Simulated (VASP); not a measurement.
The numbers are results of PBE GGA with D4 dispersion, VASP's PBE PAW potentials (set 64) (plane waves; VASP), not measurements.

Input for VASP

### POSCAR
```
Ti
1
    1.4295724641    -2.4760921968     0.0000000000
    1.4295724641     2.4760921968     0.0000000000
    0.0000000000     0.0000000000     4.5321563376
Ti
2
Direct
  0.3333330000   0.6666670000   0.2500000000
  0.6666670000   0.3333330000   0.7500000000
```

INCAR:
```
ALGO = Normal
EDIFF = 1E-7
EDIFFG = -0.01
ENCUT = 520
GGA = PE
IBRION = 2
ISIF = 4
ISMEAR = 1
IVDW = 13
LASPH = .TRUE.
LCHARG = .FALSE.
LMAXMIX = 4
LREAL = .FALSE.
LWAVE = .FALSE.
NELM = 100
NSW = 30
PREC = Accurate
SIGMA = 0.1
SYSTEM = Ti
```

### KPOINTS
```
K-points
0
G
 14 14 8
0 0 0
```

POTCAR, in this order: Ti_sv (PBE.64 set). Program: vasp_std.

The resulting files:

File OSZICAR:
```
       N       E                     dE             d eps       ncg     rms          rms(c)
DAV:   1     0.246964460306E+03    0.24696E+03   -0.13614E+04  3848   0.191E+03
DAV:   2     0.112405099299E+02   -0.23572E+03   -0.23422E+03  3936   0.495E+02
DAV:   3    -0.162737359960E+02   -0.27514E+02   -0.27298E+02  7552   0.138E+02
DAV:   4    -0.173490530972E+02   -0.10753E+01   -0.10753E+01  4008   0.289E+01
DAV:   5    -0.174049935099E+02   -0.55940E-01   -0.55940E-01  6272   0.451E+00    0.128E+01
DAV:   6    -0.155781508138E+02    0.18268E+01   -0.65936E+00  4520   0.311E+01    0.352E+00
DAV:   7    -0.155682738690E+02    0.98769E-02   -0.82494E-01  5776   0.814E+00    0.211E+00
DAV:   8    -0.156044266187E+02   -0.36153E-01   -0.24398E-01  4400   0.647E+00    0.760E-01
DAV:   9    -0.155949464555E+02    0.94802E-02   -0.52855E-02  4544   0.281E+00    0.779E-02
DAV:  10    -0.155952952517E+02   -0.34880E-03   -0.31740E-03  5904   0.467E-01    0.856E-02
DAV:  11    -0.155952921048E+02    0.31470E-05   -0.19512E-04  5120   0.142E-01    0.315E-02
DAV:  12    -0.155952799811E+02    0.12124E-04   -0.35411E-05  4880   0.592E-02    0.124E-03
DAV:  13    -0.155952813507E+02   -0.13696E-05   -0.10646E-06  4672   0.896E-03    0.135E-03
DAV:  14    -0.155952824958E+02   -0.11451E-05   -0.23833E-07  4136   0.401E-03    0.300E-04
DAV:  15    -0.155952824546E+02    0.41187E-07   -0.24408E-08  2376   0.136E-03
   1 F= -.16031672E+02 E0= -.16032370E+02  d E =-.160317E+02
```

### OUTCAR
```
------------------------ aborting loop because EDIFF is reached ----------------------------------------
  Edisp (eV):   -0.43639
  FORCE on cell =-STRESS in cart. coord.  units (eV):
  Direction    XX          YY          ZZ          XY          YZ          ZX
  --------------------------------------------------------------------------------------
  Total       1.57630     1.57630     1.57865     0.00000     0.00000     0.00000
  in kB      78.71233    78.71233    78.82933     0.00000     0.00000     0.00000
  external pressure =       78.75 kB  Pullay stress =        0.00 kB
  volume of cell :       32.09
      direct lattice vectors                 reciprocal lattice vectors
     1.429572464 -2.476092197  0.000000000     0.349754918 -0.201931092  0.000000000
     1.429572464  2.476092197  0.000000000     0.349754918  0.201931092  0.000000000
     0.000000000  0.000000000  4.532156338     0.000000000  0.000000000  0.220645522
 POSITION                                       TOTAL-FORCE (eV/Angst)
 -----------------------------------------------------------------------------------
      1.42957      0.82537      1.13304         0.000000      0.000000      0.000000
      1.42957     -0.82537      3.39912        -0.000000      0.000000      0.000000
 -----------------------------------------------------------------------------------
    total drift:                               -0.000000      0.001048     -0.000020
  FREE ENERGIE OF THE ION-ELECTRON SYSTEM (eV)
  ---------------------------------------------------
  free  energy   TOTEN  =       -16.0316724141 eV

  energy  without entropy=      -16.0337643739  energy(sigma->0) =      -16.03236973

 reached required accuracy - stopping structural energy minimisation
```
(Selected blocks of OUTCAR.)

### OUTCAR
```
 val. band max:        9.2057454791   @ k =   0.0000   0.0000   0.3750

 cond. band min:       9.2430247621   @ k =   0.3571   0.2857   0.2500


 Fermi energy:         9.2181690705

 k-point     1 :       0.0000    0.0000    0.0000
  band No.  band energies     occupation
      1     -47.5362      2.00000
      2     -47.3488      2.00000
      3     -24.2235      2.00000
      4     -23.4013      2.00000
      5     -23.4013      2.00000
      6     -23.3130      2.00000
      7     -23.2745      2.00000
      8     -23.2745      2.00000
      9       2.8122      2.00000
     10       6.3091      2.00000
     11      10.0176     -0.00000
     12      10.0176     -0.00000
     13      10.1392     -0.00000
     14      10.2028     -0.00000
     15      10.5759     -0.00000
     16      10.5760     -0.00000

 k-point     2 :       0.0714   -0.0000    0.0000
  band No.  band energies     occupation
      1     -47.5293      2.00000
      2     -47.3461      2.00000
      3     -24.2090      2.00000
      4     -23.4313      2.00000
      5     -23.4113      2.00000
      6     -23.3190      2.00000
      7     -23.3058      2.00000
      8     -23.2783      2.00000
      9       2.9674      2.00000
     10       6.4323      2.00000
     11       9.7223     -0.00000
     12       9.8734     -0.00000
     13      10.1300     -0.00000
     14      10.3653     -0.00000
     15      10.4992     -0.00000
     16      10.6761     -0.00000

 k-point     3 :       0.1429   -0.0000    0.0000
  band No.  band energies     occupation
      1     -47.5096      2.00000
      2     -47.3386      2.00000
      3     -24.1671      2.00000
      4     -23.5159      2.00000
      5     -23.4386      2.00000
      6     -23.3919      2.00000
      7     -23.3372      2.00000
      8     -23.2895      2.00000
      9       3.4167      2.00000
     10       6.7633      2.00000
     11       9.2040      1.23720
     12       9.2934      0.04659
     13      10.2591     -0.00000
...
```

The compound is Ti in the hcp structure. This cell is one point of a volume scan, at 0.94 of the reference volume.
